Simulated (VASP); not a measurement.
Given:

```
YN
1.0
    0.00000     2.42776     2.42776
    2.42776     0.00000     2.42776
    2.42776     2.42776     0.00000
Y N
1 1
Direct
  0.00000   0.00000   0.00000
  0.50000   0.50000   0.50000
```

These are PBEsol GGA, VASP's PBE PAW potentials (set 64) (plane waves; VASP) values and carry that method's errors. Settings: 620 eV cut-off, 9×9×9 Γ-centred mesh, Gaussian smearing of 0.050 eV, potentials Y_sv N.

Energy and stress use the plane-wave basis of the starting cell.

Problem. The ions, cell shape and volume at an external pressure of 5.0 GPa are relaxed. Predict the relaxed structure.

Solution. 
```
YN
1.0
    0.00000     2.40512     2.40512
    2.40512     0.00000     2.40512
    2.40512     2.40512     0.00000
Y N
1 1
Cartesian
  0.00000   0.00000   0.00000
  2.40512   2.40512   2.40512
```
Space group Fm-3m (225), at a tolerance of 0.03 Å.

Problem. How do energy and volume change from the first to the last step?

Solution. The energy (σ→0) changes by +5.8 meV/atom and the volume by -2.8 %, in 3 ionic steps.

The compound is YN in the rock salt structure. This run relaxes it under an external pressure of 5 GPa. Symmetry was kept, so distortions that lower it aren't found.
